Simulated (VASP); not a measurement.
An input for Ansatz (written as the equivalent of a VASP run, and not itself run):

Ansatz 0.2 input:
```yaml
crystal:
  lattice:
    - [-1.5348812, 1.5348812, 3.7938101]
    - [1.5348812, -1.5348812, 3.7938101]
    - [1.5348812, 1.5348812, -3.7938101]
  atoms:
    - { symbol: Si, position: [0.6662880, 0.6662880, 0.0000000] }
    - { symbol: Si, position: [0.3337120, 0.3337120, 0.0000000] }
    - { symbol: Mo, position: [0.0000000, 0.0000000, 0.0000000] }
kpoints:
  mp_grid: { grid: [14, 14, 14] }
hamiltonian:
  xc: pbesol
  pseudopotentials: { kind: paw }
scf:
  occupations: { method: methfessel_paxton, width: 0.1 }
  max_iter: 100
relax:
  max_steps: 40
  f_tol: 0.02
  cell: { p_target: 45 }
output: { forces: true, stress: true, eigenvalues: true }
```

Question: Write the VASP files for the same calculation (PBEsol).

Answer: One answer among several that fit: 
**INCAR**
```
SYSTEM = MoSi2
PREC = Accurate
ENCUT = 500
EDIFF = 1E-6
NELM = 100
ALGO = Normal
LREAL = .FALSE.
LASPH = .TRUE.
ISMEAR = 1
SIGMA = 0.1
GGA = PS
LMAXMIX = 4
LWAVE = .FALSE.
LCHARG = .FALSE.
IBRION = 2
ISIF = 3
NSW = 40
EDIFFG = -0.02
PSTRESS = 450
```

**POSCAR**
```
MoSi2
1
   -1.5348811536     1.5348811536     3.7938100517
    1.5348811536    -1.5348811536     3.7938100517
    1.5348811536     1.5348811536    -3.7938100517
Si Mo
2 1
Direct
  0.6662880279   0.6662880279   0.0000000000
  0.3337119721   0.3337119721   0.0000000000
  0.0000000000   0.0000000000   0.0000000000
```

KPOINTS:
```
Automatic mesh
0
Gamma
14 14 14
0 0 0
```

POTCAR, in this order: Si Mo_sv (PBE.64 set). Program: vasp_std.

The two are equivalent in intent, not identical: each code has its own PAW files, so the cut-off isn't converted (ENCUT is set for VASP's; basis.ecutwfc is left out, and Ansatz then takes the one that its files recommend); Ansatz stops its SCF on the density residual and VASP on the energy change (EDIFF).

The compound is MoSi2 in the MoSi2 type structure. This run relaxes it under an external pressure of 45 GPa. Symmetry was kept, so distortions that lower it aren't found.
